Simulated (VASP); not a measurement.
Runs of VASP 6.6.1 on LaPRuO. It takes space group P4/nmm (No. 129, tetragonal). The conventional cell has a = 4.048 Å, b = 4.048 Å, c = 8.410 Å, α = 90.00°, β = 90.00°, γ = 90.00°. La (site symmetry 4mm) has 4 O at 2.39 Å as nearest neighbours. P (site symmetry 4mm) is surrounded by 4 Ru at 2.37 Å. Ru (site symmetry -4m2) is surrounded by 4 P at 2.37 Å. O (site symmetry -4m2) is surrounded by 4 La at 2.39 Å. The cell was built by a generator and needn't be a form met in nature.

```csv
level,potentials or basis,gap on the mesh (eV),pressure (GPa),relaxed volume (Å³/atom),largest force (eV/Å)
PBEsol,"VASP PAW PBE potentials, release 64 (La, P, Ru_pv, O)",none,0.0,16.85,-
PBE,"VASP PAW PBE potentials, release 64 (La, P, Ru_pv, O)",none,0.0,17.52,-
PBE+D3(BJ),"VASP PAW PBE potentials, release 64 (La, P, Ru_pv, O)",none,0.0,16.92,0.01
r2SCAN,"VASP PAW PBE potentials, release 64 (La, P, Ru_pv, O)",none,0.0,(a),0.01
LDA,"VASP PAW LDA potentials, release 64 (La, P, Ru_pv, O)",none,0.0,(b),0.01
```

Alike in all rows: task relaxation of cell and atoms; no spin polarisation; cell relaxed; k mesh 8 × 8 × 4; cutoff (eV) 600; smearing gaussian 0.03 eV.

Task: Fill in the values left out.

Result: (a) 17.36; (b) 16.50.

Caveats: the PAW data sets were made with another functional, which shifts forces and pressure a little (some runs); pairwise dispersion overbinds metals, which lowers pressure and volume (some runs).

A k mesh can miss the band edges, and the runs leave out spin-orbit coupling on La, Ru.

A gap of «none» marks a metal or a gap under the smearing width.

Not every run made on this cell is shown here.
